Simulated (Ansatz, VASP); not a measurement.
**Two plane-wave programs on LuSc4O**

INCAR

```
SYSTEM = LuSc4O
PREC     = Accurate       ! precision mode
ENCUT    = 520            ! plane-wave cutoff, eV
EDIFF    = 1E-7           ! SCF threshold, eV
ISMEAR   = 0              ! smearing method
SIGMA    = 0.1            ! smearing width, eV
LREAL    = .FALSE.        ! projectors in reciprocal space
LASPH    = .TRUE.         ! aspherical terms in the spheres
NELM     = 60             ! most SCF steps
ALGO     = Normal         ! electronic algorithm
ISIF     = 2              ! what is computed and relaxed
LWAVE    = .FALSE.        ! write WAVECAR
LCHARG   = .FALSE.        ! write CHGCAR
GGA      = PE             ! functional
NBANDS   = 46             ! bands
```

The input KPOINTS:

```
regular mesh
0
G
  6 6 4
  0 0 0
```

File POSCAR:

```
LuSc4O
1.0
    5.3053657800      0.0000000000      0.0000000000
   -2.6526828900      4.5945815400      0.0000000000
    0.0000000000      0.0000000000      4.3485517300
Lu Sc O
1 4 1
Direct
    0.3333333300      0.6666666700      0.0000000000
    0.6666666700      0.3333333300      0.0000000000
    0.9995070100      0.4997535000      0.5000000000
    0.5002465000      0.4997535000      0.5000000000
    0.5002465000      0.0004929900      0.5000000000
    0.0000000000      0.0000000000      0.0000000000
```

Input for Ansatz:

```yaml
crystal:
  lattice:
    - [5.30536578, 0.0, 0.0]
    - [-2.65268289, 4.59458154, 0.0]
    - [0.0, 0.0, 4.34855173]
  atoms:
    - { symbol: Lu, position: [0.33333333, 0.66666667, 0.0] }
    - { symbol: Sc, position: [0.66666667, 0.33333333, 0.0] }
    - { symbol: Sc, position: [0.99950701, 0.4997535, 0.5] }
    - { symbol: Sc, position: [0.5002465, 0.4997535, 0.5] }
    - { symbol: Sc, position: [0.5002465, 0.00049299, 0.5] }
    - { symbol: O, position: [0.0, 0.0, 0.0] }
basis:
  ecutwfc: 420
kpoints:
  mp_grid: { grid: [6, 6, 4] }
hamiltonian:
  xc: pbe
scf:
  occupations: { method: gaussian, width: 0.1 }
  lower_state_search: "off"
output:
  forces: true
  stress: true
  eigenvalues: true
```

Change from the starting cell: species swapped into the CeCo4Cu type (P-6m2, No. 187).

Alike in both runs: task single point; functional PBE; k mesh 6 × 6 × 4; occupations gaussian, width 0.1 eV; no spin polarisation.

|  | VASP | Ansatz |
| --- | --- | --- |
| version | VASP 6.6.1 | Ansatz 0.2.0 |
| potentials or method | VASP PAW PBE potentials, release 64 (Lu, Sc_sv, O) | scalar-relativistic, plane waves, PAW |
| plane-wave cutoff (eV) | 520 | 420 |
| valence electrons in the cell | 75 | 75 |

Ansatz gave:

| Property | Result |
| --- | --- |
| gap on the k mesh at the Fermi level (eV) | none |
| pressure (GPa) | 27.1 |
| largest component of the traceless stress (GPa) | 11.11 |
| rms of the force components (eV/Å) | 0.110 |

Estimate VASP's values.

gap on the k mesh at the Fermi level (eV): none; pressure (GPa): 27.6; largest component of the traceless stress (GPa): 11.32; rms of the force components (eV/Å): 0.126.

Atom by atom the forces differ by 0.016 eV/Å (rms over components). A gap of «none» marks a metal or a gap that the smearing closes.

Caveats: the k mesh is coarse (spacing up to 0.36 Å⁻¹), so the values aren't converged; so large a pressure means that the cell lies far from this level's equilibrium, or that cutoff or potentials fall short (VASP); an odd number of electrons without spin polarisation forces a metal; a magnetic or distorted state may lie lower. The runs have no spin-orbit coupling, so splittings on Lu are missing.
